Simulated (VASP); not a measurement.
Here is the system:

```
CELL_PARAMETERS angstrom
     10.93707     0.00000     0.00000
      0.00000    10.93707     0.00000
      0.00000     0.00000    10.93707
ATOMIC_POSITIONS crystal
  Si 0.50000 0.00000 0.00000
  Si 0.62500 0.12500 0.12500
  Si 0.75000 0.25000 0.00000
  Si 0.87500 0.37500 0.12500
  Si 0.75000 0.00000 0.25000
  Si 0.87500 0.12500 0.37500
  Si 0.00000 0.00000 0.00000
  Si 0.12500 0.12500 0.12500
  Si 0.25000 0.25000 0.00000
  Si 0.37500 0.37500 0.12500
  Si 0.50000 0.50000 0.00000
  Si 0.62500 0.62500 0.12500
  Si 0.75000 0.75000 0.00000
  Si 0.87500 0.87500 0.12500
  Si 0.25000 0.00000 0.25000
  Si 0.37500 0.12500 0.37500
  Si 0.50000 0.25000 0.25000
  Si 0.62543 0.37930 0.37866
  Si 0.75000 0.50000 0.25000
  Si 0.87500 0.62500 0.37500
  Si 0.50000 0.00000 0.50000
  Si 0.62500 0.12500 0.62500
  Si 0.75000 0.25000 0.50000
  Si 0.87500 0.37500 0.62500
  Si 0.75000 0.00000 0.75000
  Si 0.87500 0.12500 0.87500
  Si 0.00000 0.50000 0.00000
  Si 0.12500 0.62500 0.12500
  Si 0.25000 0.75000 0.00000
  Si 0.37500 0.87500 0.12500
  Si 0.00000 0.25000 0.25000
  Si 0.12500 0.37500 0.37500
  Si 0.25000 0.50000 0.25000
  Si 0.37597 0.62676 0.37537
  Si 0.50000 0.75000 0.25000
  Si 0.62500 0.87500 0.37500
  Si 0.00000 0.00000 0.50000
  Si 0.12500 0.12500 0.62500
  Si 0.25000 0.25000 0.50000
  Si 0.37612 0.37931 0.62652
  Si 0.62281 0.62123 0.62660
  Si 0.75000 0.75000 0.50000
  Si 0.87500 0.87500 0.62500
  Si 0.25000 0.00000 0.75000
  Si 0.37500 0.12500 0.87500
  Si 0.50000 0.25000 0.75000
  Si 0.62500 0.37500 0.87500
  Si 0.75000 0.50000 0.75000
  Si 0.87500 0.62500 0.87500
  Si 0.00000 0.75000 0.25000
  Si 0.12500 0.87500 0.37500
  Si 0.00000 0.50000 0.50000
  Si 0.12500 0.62500 0.62500
  Si 0.25000 0.75000 0.50000
  Si 0.37500 0.87500 0.62500
  Si 0.00000 0.25000 0.75000
  Si 0.12500 0.37500 0.87500
  Si 0.25000 0.50000 0.75000
  Si 0.37500 0.62500 0.87500
  Si 0.50000 0.75000 0.75000
  Si 0.62500 0.87500 0.87500
  Si 0.00000 0.75000 0.75000
  Si 0.12500 0.87500 0.87500
  Ti 0.49951 0.49746 0.50355
```

Method: PBE GGA, VASP's PBE PAW potentials (set 64) (plane waves; VASP). Numerical set-up: PREC = Normal, LREAL = Auto, ISYM = 0, EDIFF = 1E-5, 400 eV cut-off, 1×1×1 Γ-centred mesh, Gaussian smearing of 0.050 eV, potentials Si Ti.

The supercell is sampled at Γ alone, which is coarse: total energies, pressure and levels can be off, energies of defects by several tenths of an eV.

**Question.** The ions are relaxed. What does this cell relax into?

**Answer.** 
```
CELL_PARAMETERS angstrom
     10.93707     0.00000     0.00000
      0.00000    10.93707     0.00000
      0.00000     0.00000    10.93707
ATOMIC_POSITIONS crystal
  Si 0.50001 0.00020 0.00020
  Si 0.62457 0.12424 0.12449
  Si 0.74995 0.24991 0.00035
  Si 0.87591 0.37526 0.12423
  Si 0.74994 0.00014 0.25018
  Si 0.87600 0.12414 0.37530
  Si 0.99999 0.99998 0.99997
  Si 0.12507 0.12506 0.12506
  Si 0.25023 0.25012 0.00004
  Si 0.37531 0.37521 0.12493
  Si 0.49997 0.49993 0.00012
  Si 0.62488 0.62489 0.12457
  Si 0.74994 0.74995 0.99980
  Si 0.87495 0.87497 0.12506
  Si 0.25022 0.00011 0.25022
  Si 0.37538 0.12499 0.37532
  Si 0.49937 0.24893 0.24891
  Si 0.63271 0.36838 0.36820
  Si 0.75185 0.50133 0.24834
  Si 0.87538 0.62500 0.37531
  Si 0.49997 0.00002 0.49997
  Si 0.62480 0.12467 0.62482
  Si 0.75174 0.24838 0.50113
  Si 0.87556 0.37506 0.62494
  Si 0.74987 0.99989 0.74985
  Si 0.87497 0.12503 0.87495
  Si 0.99994 0.50001 0.00033
  Si 0.12414 0.62465 0.12434
  Si 0.24997 0.75004 0.00038
  Si 0.37528 0.87615 0.12417
  Si 0.00000 0.25016 0.25015
  Si 0.12482 0.37527 0.37520
  Si 0.24859 0.49913 0.24855
  Si 0.36788 0.63279 0.36763
  Si 0.50126 0.75192 0.24820
  Si 0.62495 0.87531 0.37535
  Si 0.99986 0.99993 0.50002
  Si 0.12413 0.12406 0.62461
  Si 0.24851 0.24860 0.49921
  Si 0.36674 0.36754 0.63374
  Si 0.63219 0.63186 0.63302
  Si 0.75123 0.75118 0.49933
  Si 0.87563 0.87580 0.62461
  Si 0.25010 0.00021 0.74991
  Si 0.37532 0.12408 0.87604
  Si 0.50114 0.24834 0.75183
  Si 0.62494 0.37502 0.87572
  Si 0.75189 0.49863 0.75205
  Si 0.87610 0.62473 0.87606
  Si 0.00019 0.75001 0.25016
  Si 0.12415 0.87611 0.37532
  Si 0.99998 0.49997 0.49995
  Si 0.12441 0.62501 0.62477
  Si 0.24832 0.75179 0.50109
  Si 0.37517 0.87541 0.62490
  Si 0.00027 0.25000 0.74994
  Si 0.12390 0.37526 0.87633
  Si 0.24776 0.50159 0.75235
  Si 0.37512 0.62507 0.87579
  Si 0.49888 0.75171 0.75185
  Si 0.62469 0.87611 0.87604
  Si 0.99975 0.75004 0.74985
  Si 0.12505 0.87500 0.87494
  Ti 0.49907 0.49976 0.50071
```

**Question.** How much energy does the relaxation gain?

**Answer.** The energy (σ→0) changes by -11.4 meV/atom, in 8 ionic steps.

| step | E(σ→0) (eV) | max force (eV/Å) | pressure (GPa) | volume (Å³) |
|---|---|---|---|---|
| 1 | -341.0206 | 2.718 | 1.49 | 1308.29 |
| 2 | -341.6346 | 0.837 | 1.31 | 1308.29 |
| 3 | -341.6719 | 0.652 | 1.27 | 1308.29 |
| 4 | -341.7343 | 0.158 | 1.24 | 1308.29 |
| 5 | -341.7386 | 0.139 | 1.24 | 1308.29 |
| 6 | -341.7477 | 0.074 | 1.23 | 1308.29 |
| 7 | -341.7490 | 0.053 | 1.23 | 1308.29 |
| 8 | -341.7508 | 0.026 | 1.23 | 1308.29 |

The cell is a supercell with a defect, built from Si (diamond): Ti_Si. The run is not spin-polarised, so no state with unpaired spins was tried.
